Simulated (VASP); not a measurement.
A convergence study with VASP on CoSi₂ (fluorite): a few settings are varied, all else stays as given below, so the limit is that of these other settings. The cell's lengths are 1 % over those of the tabulated start and one atom is moved, so it is off equilibrium.

```
CoSi2
1.0
    0.00000     2.70680     2.70680
    2.70680     0.00000     2.70680
    2.70680     2.70680     0.00000
Co Si
1 2
Direct
  0.00000   0.00000   0.00000
  0.25000   0.25000   0.25000
  0.73881   0.76119   0.76119
```

Method: PBEsol GGA, VASP's PBE PAW potentials (set 64) (plane waves; VASP 6.6.1). The last row used: 900 eV cut-off, 8×8×8 Γ-centred mesh, first-order Methfessel-Paxton smearing of 0.10 eV, potentials Co Si_sv_GW.

Energies of different potentials or hybrids have different zeros.

```
setting                          E (eV/atom)  pressure (GPa)  largest force (eV/Å)  plane waves
-------------------------------  -----------  --------------  --------------------  -----------
ENCUT = 520, POTCAR Co Si            -6.9667           -9.46                 0.418         1090
ENCUT = 700, POTCAR Co Si            -6.9667           -9.46                 0.418         1700
ENCUT = 900, POTCAR Co Si            -6.9667           -9.46                 0.418         2468
ENCUT = 300, POTCAR Co_pv Si         -6.9635          -10.00                 0.414          489
ENCUT = 400, POTCAR Co_pv Si         -6.9663           -9.97                 0.416          736
ENCUT = 520, POTCAR Co_pv Si         -6.9664           -9.54                 0.417         1090
ENCUT = 700, POTCAR Co_pv Si         -6.9665           -9.58                 0.417         1700
ENCUT = 900, POTCAR Co_pv Si         -6.9666           -9.53                 0.417         2468
ENCUT = 300, POTCAR Co_sv Si         -6.2414         -154.32                 0.428          489
ENCUT = 400, POTCAR Co_sv Si         -6.9880          -12.19                 0.417          736
ENCUT = 520, POTCAR Co_sv Si         -6.9896          -10.39                 0.417         1090
ENCUT = 700, POTCAR Co_sv Si         -6.9920           -9.71                 0.416         1700
ENCUT = 900, POTCAR Co_sv Si         -6.9921           -9.60                 0.416         2468
ENCUT = 300, POTCAR Co Si_GW         -6.9680           -9.60                 0.416          489
ENCUT = 400, POTCAR Co Si_GW         -6.9673           -9.57                 0.417          736
ENCUT = 520, POTCAR Co Si_GW         -6.9665           -9.44                 0.418         1090
ENCUT = 700, POTCAR Co Si_GW         -6.9665           -9.44                 0.418         1700
ENCUT = 900, POTCAR Co Si_GW         -6.9664           -9.44                 0.418         2468
ENCUT = 300, POTCAR Co Si_sv_GW      32.7502        -3416.53                 0.551          489
ENCUT = 400, POTCAR Co Si_sv_GW      -4.9481         -325.72                 0.389          736
ENCUT = 520, POTCAR Co Si_sv_GW      -6.9066          -38.21                 0.417         1090
ENCUT = 700, POTCAR Co Si_sv_GW      -6.9705          -10.12                 0.417         1700
ENCUT = 900, POTCAR Co Si_sv_GW      -6.9716          -10.35                 0.415         2468
```

Left out are rungs that failed or repeat a setting and relaxations that didn't move; long series are thinned to 24 rows.

The compound is CoSi2 in the fluorite structure. The cell was not relaxed at this level, it is distorted from the ideal structure. The run is not spin-polarised, so no magnetic state was tried. The electron count is odd and the run is not spin-polarised, which forces a metal.
